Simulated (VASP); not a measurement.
Data:

```
WS
1.0
    3.14576     0.00000     0.00000
   -1.57288     2.72431     0.00000
    0.00000     0.00000     6.78828
W S
2 2
Cartesian
  0.00000   0.00000   0.00000
  0.00000   0.00000   3.39414
  0.00000   1.81621   1.69707
  1.57288   0.90810   5.09121
```

Computed with PBE GGA, VASP's PBE PAW potentials (set 64) (plane waves; VASP). Settings: 400 eV cut-off, Gaussian smearing of 0.050 eV, potentials W_sv S.

Unless said otherwise, spin-orbit coupling is left out, though it shifts the bands of the heavy elements here.

**Question.** What does the run give for the band gap (along the path) with the smallest direct gap where there is one?

**Answer.** 
The band gap (along the path) comes out as none (metal, semimetal or under 0.01 eV).

The absolute energy has meaning only against runs of the same code, potentials and settings.

The structure was generated: WS was put into the NiAs type type (P6_3/mmc), which need not be its known phase. It was relaxed first, which changed the volume by -37 %.
